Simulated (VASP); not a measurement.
OSZICAR of a VASP run on Sr (fcc):

### OSZICAR
```
       N       E                     dE             d eps       ncg     rms          rms(c)
DAV:   1     0.354844086054E+02    0.35484E+02   -0.53162E+03  1304   0.100E+03
DAV:   2    -0.667178418632E-01   -0.35551E+02   -0.35093E+02  1509   0.171E+02
DAV:   3    -0.116783924599E+01   -0.11011E+01   -0.10970E+01  1806   0.254E+01
DAV:   4    -0.121798251114E+01   -0.50143E-01   -0.50008E-01  1719   0.425E+00
DAV:   5    -0.121948372056E+01   -0.15012E-02   -0.15011E-02  1916   0.509E-01    0.146E+01
DAV:   6    -0.120736070713E+01    0.12123E-01   -0.70168E-03  2139   0.814E-01    0.859E+00
DAV:   7    -0.120069987875E+01    0.66608E-02   -0.14943E-02  2216   0.113E+00    0.145E-01
DAV:   8    -0.120082831475E+01   -0.12844E-03   -0.20743E-04  1470   0.153E-01    0.654E-02
DAV:   9    -0.120083824159E+01   -0.99268E-05   -0.25097E-05  2077   0.379E-02    0.244E-02
DAV:  10    -0.120083770338E+01    0.53821E-06   -0.23682E-06  1188   0.131E-02
   1 F= 0.10359078E+01 E0= 0.10359213E+01  d E =0.103591E+01
       N       E                     dE             d eps       ncg     rms          rms(c)
DAV:   1    -0.118568694910E+01    0.15151E-01   -0.20313E-01  1696   0.373E+00    0.710E-01
DAV:   2    -0.117860855848E+01    0.70784E-02   -0.14216E-02  1715   0.107E+00    0.234E-01
DAV:   3    -0.117697786533E+01    0.16307E-02   -0.91651E-03  1923   0.630E-01    0.205E-01
DAV:   4    -0.117724336900E+01   -0.26550E-03   -0.14862E-04  1861   0.108E-01    0.944E-02
DAV:   5    -0.117742286320E+01   -0.17949E-03   -0.44827E-04  1942   0.130E-01    0.236E-02
DAV:   6    -0.117743312454E+01   -0.10261E-04   -0.11662E-05  2040   0.423E-02    0.492E-03
DAV:   7    -0.117743293994E+01    0.18460E-06   -0.15239E-07   725   0.426E-03
   2 F= 0.10355803E+01 E0= 0.10355932E+01  d E =-.327498E-03
```

**Question.** Which electronic solver shows in the log?

**Answer.** It is blocked Davidson (ALGO = Normal, or the opening steps of other solvers). The INCAR had ALGO = Normal.

**Question.** Can the final energy be trusted as converged?

**Answer.** Self-consistency was reached. It stopped with EDIFF = 1E-6, NELM = 100, NSW = 40 and EDIFFG = -0.02 after 2 ionic steps (PBE GGA, plane waves, VASP's PBE PAW potentials (set 64)).

The compound is Sr in the fcc structure. This run relaxes it under an external pressure of 10 GPa. Symmetry was kept, so distortions that lower it aren't found.
